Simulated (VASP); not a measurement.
Output of a VASP run:

File OUTCAR:
```
 ion  position               nearest neighbor table
   1  0.667  0.333  0.750-   3 2.23   4 2.23   3 2.23   4 2.23   3 2.23   4 2.23   2 3.22   2 3.22
                             2 3.22   2 3.22   2 3.22   2 3.22
   2  0.333  0.667  0.250-   3 2.23   4 2.23   3 2.23   4 2.23   3 2.23   4 2.23   1 3.22   1 3.22
                             1 3.22   1 3.22   1 3.22   1 3.22
   3  0.000  0.000  0.000-   1 2.23   2 2.23   1 2.23   2 2.23   1 2.23   2 2.23
   4  0.000  0.000  0.500-   1 2.23   2 2.23   1 2.23   2 2.23   1 2.23   2 2.23
  LATTYP: Found a hexagonal cell.
 ALAT       =     3.0968128176
 C/A-ratio  =     1.7271255948
 Subroutine PRICEL returns:
 Original cell was already a primitive cell.
 Subroutine GETGRP returns: Found 24 space group operations
The static configuration has the point symmetry D_3d.
 The point group associated with its full space group is D_6h.
The dynamic configuration has the point symmetry D_3d.
 Subroutine INISYM returns: Found 24 space group operations
 Subroutine IBZKPT returns following result:
 Found     84 irreducible k-points:

 Following reciprocal coordinates:
            Coordinates               Weight
  0.000000  0.000000  0.000000      1.000000
  0.076923  0.000000  0.000000      6.000000
  0.153846  0.000000  0.000000      6.000000
  0.230769  0.000000  0.000000      6.000000
  0.307692  0.000000  0.000000      6.000000
  0.384615  0.000000  0.000000      6.000000
  0.461538  0.000000  0.000000      6.000000
  0.076923  0.076923  0.000000      6.000000
  0.153846  0.076923  0.000000     12.000000
  0.230769  0.076923  0.000000     12.000000
  0.307692  0.076923  0.000000     12.000000
  0.384615  0.076923  0.000000     12.000000
  0.461538  0.076923  0.000000      6.000000
  0.153846  0.153846  0.000000      6.000000
  0.230769  0.153846  0.000000     12.000000
  0.307692  0.153846  0.000000     12.000000
  0.384615  0.153846  0.000000     12.000000
  0.230769  0.230769  0.000000      6.000000
  0.307692  0.230769  0.000000     12.000000
  0.384615  0.230769  0.000000      6.000000
  0.307692  0.307692  0.000000      6.000000
  0.000000  0.000000  0.142857      2.000000
  0.076923  0.000000  0.142857     12.000000
  0.153846  0.000000  0.142857     12.000000
  0.230769  0.000000  0.142857     12.000000
  0.307692  0.000000  0.142857     12.000000
  0.384615  0.000000  0.142857     12.000000
  0.461538  0.000000  0.142857     12.000000
  0.076923  0.076923  0.142857     12.000000
  0.153846  0.076923  0.142857     24.000000
  0.230769  0.076923  0.142857     24.000000
  0.307692  0.076923  0.142857     24.000000
  0.384615  0.076923  0.142857     24.000000
  0.461538  0.076923  0.142857     12.000000
  0.153846  0.153846  0.142857     12.000000
  0.230769  0.153846  0.142857     24.000000
  0.307692  0.153846  0.142857     24.000000
  0.384615  0.153846  0.142857     24.000000
  0.230769  0.230769  0.142857     12.000000
  0.307692  0.230769  0.142857     24.000000
   k-points           NKPTS =     84   k-points in BZ     NKDIM =     84   number of bands    NBANDS=     19
   number of dos      NEDOS =    601   number of ions     NIONS =      4
   total plane-waves  NPLWV =  23040
   dimension x,y,z NGX =    24 NGY =   24 NGZ =   40
   dimension x,y,z NGXF=    48 NGYF=   48 NGZF=   80
   ions per type =               2   2
   PREC   = accura    normal or accurate (medium, high low for compatibility)
   ISTART =      0    job   : 0-new  1-cont  2-samecut
   ICHARG =      2    charge: 1-file 2-atom 10-const
   ISPIN  =      1    spin polarized calculation?
   LNONCOLLINEAR =      F non collinear calculations
   LSORBIT =      F    spin-orbit coupling
   INIWAV =      1    electr: 0-lowe 1-rand  2-diag
   ENCUT  =  520.0 eV  38.22 Ry    6.18 a.u.   5.76  5.76  9.94*2*pi/ulx,y,z
   NELM   =    100;   NELMIN=  2; NELMDL= -5     # of ELM steps
   EDIFF  = 0.1E-06   stopping-criterion for ELM
   LREAL  =      F    real-space projection
   NLSPLINE    = F    spline interpolate recip. space projectors
...
```

OSZICAR:
```
       N       E                     dE             d eps       ncg     rms          rms(c)
DAV:   1     0.112561078945E+03    0.11256E+03   -0.17313E+04  3208   0.159E+03
DAV:   2    -0.484189645933E+02   -0.16098E+03   -0.15611E+03  4209   0.340E+02
DAV:   3    -0.536255624925E+02   -0.52066E+01   -0.51649E+01  4004   0.501E+01
DAV:   4    -0.536814524331E+02   -0.55890E-01   -0.55355E-01  4225   0.485E+00
DAV:   5    -0.536820317856E+02   -0.57935E-03   -0.59422E-03  3976   0.358E-01    0.815E+01
DAV:   6    -0.478329643748E+02    0.58491E+01   -0.37932E+01  3528   0.326E+01    0.638E+01
DAV:   7    -0.476616703759E+02    0.17129E+00   -0.27860E+00  3639   0.112E+01    0.222E+01
DAV:   8    -0.476085214474E+02    0.53149E-01   -0.26400E-01  4182   0.297E+00    0.250E+00
DAV:   9    -0.476036624549E+02    0.48590E-02   -0.24258E-02  3681   0.112E+00    0.221E+00
DAV:  10    -0.476031813133E+02    0.48114E-03   -0.60631E-03  3733   0.528E-01    0.792E-01
DAV:  11    -0.476030714291E+02    0.10988E-03   -0.85750E-04  3739   0.201E-01    0.932E-02
DAV:  12    -0.476030668654E+02    0.45637E-05   -0.38305E-05  3971   0.451E-02    0.854E-02
DAV:  13    -0.476030666919E+02    0.17351E-06   -0.11776E-06  3956   0.870E-03    0.416E-03
DAV:  14    -0.476030667247E+02   -0.32846E-07   -0.50717E-08  2427   0.180E-03
   1 F= -.47603067E+02 E0= -.47603067E+02  d E =0.000000E+00
```

### OUTCAR
```
------------------------ aborting loop because EDIFF is reached ----------------------------------------
  FORCE on cell =-STRESS in cart. coord.  units (eV):
  Direction    XX          YY          ZZ          XY          YZ          ZX
  --------------------------------------------------------------------------------------
  Total        0.1495032      0.1495033     -0.1912026     -0.0000000      0.0000000      0.0000000
  in kB        5.3921461      5.3921474     -6.8961211     -0.0000000      0.0000000      0.0000000
  external PRESSURE =       1.2960575 kB  Pullay stress =       0.0000000 kB
  volume of cell :       44.42
      direct lattice vectors                 reciprocal lattice vectors
     3.096812818  0.000000000  0.000000000     0.322912639  0.186433677  0.000000000
    -1.548406409  2.681918886  0.000000000     0.000000000  0.372867354  0.000000000
     0.000000000  0.000000000  5.348584680     0.000000000  0.000000000  0.186965349
 POSITION                                       TOTAL-FORCE (eV/Angst)
 -----------------------------------------------------------------------------------
      1.54841      0.89397      4.01144        -0.000000     -0.000000      0.000000
     -0.00000      1.78795      1.33715         0.000000      0.000000      0.000000
      0.00000      0.00000      0.00000        -0.000000     -0.000000      0.000000
      0.00000      0.00000      2.67429         0.000000     -0.000000      0.000000
 -----------------------------------------------------------------------------------
    total drift:                               -0.001041      0.000601     -0.000381
  FREE ENERGIE OF THE ION-ELECTRON SYSTEM (eV)
  ---------------------------------------------------
  free  energy   TOTEN  =       -47.6030667247 eV

  energy  without entropy=      -47.6030667247  energy(sigma->0) =      -47.60306672

 total charge

# of ion       s       p       d       tot
------------------------------------------
    1        0.309   6.638   1.844   8.791
    2        0.309   6.638   1.844   8.791
    3        1.221   2.513   0.000   3.734
    4        1.221   2.513   0.000   3.734
--------------------------------------------------
tot          3.059  18.303   3.688  25.050
```
(Selected blocks of OUTCAR.)

POSCAR:
```
HfN
1
    3.0968128176     0.0000000000     0.0000000000
   -1.5484064088     2.6819188861     0.0000000000
    0.0000000000     0.0000000000     5.3485846797
Hf N
2 2
Direct
  0.6666670000   0.3333330000   0.7500000000
  0.3333330000   0.6666670000   0.2500000000
  0.0000000000   0.0000000000   0.0000000000
  0.0000000000   0.0000000000   0.5000000000
```

Problem. Reconstruct the remaining input files.

Solution. This is not unique; one that fits is the input of the run itself, LDA (Ceperley-Alder, Perdew-Zunger), plane waves, VASP's LDA PAW potentials (set 64).

**INCAR**
```
! general
SYSTEM  = HfN
PREC    = Accurate
ENCUT   = 520
LREAL   = .FALSE.
LASPH   = .TRUE.   ! aspherical one-centre terms

! electronic loop
EDIFF   = 1E-7
NELM    = 100   ! most electronic steps
ALGO    = Normal   ! blocked Davidson
LMAXMIX = 6   ! l cut-off of mixed one-centre charges

! smearing
ISMEAR  = -5   ! tetrahedra, Bloechl

! ions
ISIF    = 2   ! forces and stress, cell fixed

! output
LWAVE   = .FALSE.
LCHARG  = .TRUE.
LORBIT  = 11
NEDOS   = 601
```

File KPOINTS:
```
Automatic mesh
0
Gamma
13 13 7
0 0 0
```

POTCAR, in this order: Hf_pv N (LDA.64 set). Program: vasp_std.

For a metal the tetrahedron method with Blöchl corrections gives inexact stress and forces.

The structure comes from a computed database's HfN entry (P6_3/mmc); how it stands against other phases isn't given here. It was relaxed first.
